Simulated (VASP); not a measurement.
VASP input:

File KPOINTS:
```
Automatic mesh
0
Gamma
8 8 8
0 0 0
```

File POSCAR:
```
AlN
1
    0.0000000000     2.2338000000     2.2338000000
    2.2338000000     0.0000000000     2.2338000000
    2.2338000000     2.2338000000     0.0000000000
Al N
1 1
Direct
  0.0000000000   0.0000000000   0.0000000000
  0.2500000000   0.2500000000   0.2500000000
```

### INCAR
```
SYSTEM = AlN
PREC = Accurate
ENCUT = 520
EDIFF = 1E-6
NELM = 100
ALGO = Normal
LREAL = .FALSE.
LASPH = .TRUE.
ISMEAR = 0
SIGMA = 0.05
GGA = PE
LWAVE = .FALSE.
LCHARG = .FALSE.
ISIF = 2
ICHARG = 11
```

POTCAR, in this order: Al N (PBE.64 set). Program: vasp_std.

### Question
Does this input run properly? What does VASP do?

### Answer
There is a fault: ICHARG = 11 asks for a fixed density, but there is no CHGCAR. VASP stops with an error: ERROR: charge density could not be read from file CHGCAR for ICHARG>10 ----> I REFUSE TO CONTINUE WITH THIS SICK JOB ... BYE!!! <----

standard output:
```
 POSCAR found type information on POSCAR AlN
 POSCAR found :  2 types and       2 ions
 Reading from existing POTCAR
 Reading from existing POTCAR
 LDA part: xc-table for (Slater+PW92), standard interpolation
 WARNING: stress and forces are not correct
 POSCAR, INCAR and KPOINTS ok, starting setup
 WAVECAR not read
 WARNING: CHGCAR is incomplete

 -----------------------------------------------------------------------------
|                                                                             |
|     EEEEEEE  RRRRRR   RRRRRR   OOOOOOO  RRRRRR      ###     ###     ###     |
|     E        R     R  R     R  O     O  R     R     ###     ###     ###     |
|     E        R     R  R     R  O     O  R     R     ###     ###     ###     |
|     EEEEE    RRRRRR   RRRRRR   O     O  RRRRRR       #       #       #      |
|     E        R   R    R   R    O     O  R   R                               |
|     E        R    R   R    R   O     O  R    R      ###     ###     ###     |
|     EEEEEEE  R     R  R     R  OOOOOOO  R     R     ###     ###     ###     |
|                                                                             |
|     ICHARG>10                                                               |
|                                                                             |
|       ---->  I REFUSE TO CONTINUE WITH THIS SICK JOB ... BYE!!! <----       |
|                                                                             |
 -----------------------------------------------------------------------------
```

To mend it, run self-consistently first and keep its CHGCAR, or remove ICHARG. The plain static run on this cell (PBE GGA, plane waves, VASP's PBE PAW potentials (set 64)) converges, and its OSZICAR ends with
```
   1 F= -.14822460E+02 E0= -.14822460E+02  d E =-.577249E-16
```

The compound is AlN in the zinc blende structure, a metastable form; wurtzite is the usual one. The cell was not relaxed at this level.
